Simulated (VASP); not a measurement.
Consider the following.

```
BeS
1.0
    0.00000     2.40801     2.40801
    2.40801     0.00000     2.40801
    2.40801     2.40801     0.00000
Be S
1 1
Cartesian
  0.00000   0.00000   0.00000
  1.20400   1.20400   1.20400
```

Level of theory: PBE GGA with D3 dispersion (Becke-Johnson damping), VASP's PBE PAW potentials (set 64) (plane waves; VASP). Numerical set-up: 520 eV cut-off, Gaussian smearing of 0.050 eV, potentials Be S.

**Question.** Estimate the band gap (along the path) with the smallest direct gap where there is one.

**Answer.** 
- band gap (along the path) = 3.06 eV
- smallest direct gap (along the path) = 5.65 eV

The compound is BeS in the zinc blende structure. It was relaxed first.
